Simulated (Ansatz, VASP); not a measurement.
# Si6P in VASP and in Ansatz

```
Si P
1.0
     5.74529    0.00000    0.00000
     0.00000    5.74529    0.00000
     0.00000    0.00000    5.74529
Si P
6 1
Cartesian
  1.1592 2.8726 2.8726
  2.8726 2.8726 4.5861
  2.8726 2.8726 1.1592
  2.8726 1.1592 2.8726
  2.8726 4.5861 2.8726
  4.5861 2.8726 2.8726
  0.0000 0.0000 0.0000
```

Change from the starting cell: species swapped into the GdB6 type (Pm-3m, No. 221).

Alike in both runs: functional PBE; k mesh 4 × 4 × 4; occupations gaussian, width 0.1 eV; no spin polarisation.

Ansatz relaxed the structure, and its values are those at the end. VASP's run is a single point on that final structure, the one shown.

|  | VASP | Ansatz |
| --- | --- | --- |
| version | VASP 6.6.1 | Ansatz 0.2.0 |
| potentials or method | VASP PAW PBE potentials, release 64 (Si, P) | scalar-relativistic, plane waves, PAW |
| plane-wave cutoff (eV) | 520 | 420 |
| valence electrons in the cell | 29 | 29 |

|  | VASP | Ansatz | Ansatz less VASP |
| --- | --- | --- | --- |
| gap on the k mesh at the Fermi level (eV) | none | none | - |
| pressure (GPa) | 0.0 | 0.0 | +0.05 |

A gap of «none» marks a metal or a gap that the smearing closes.
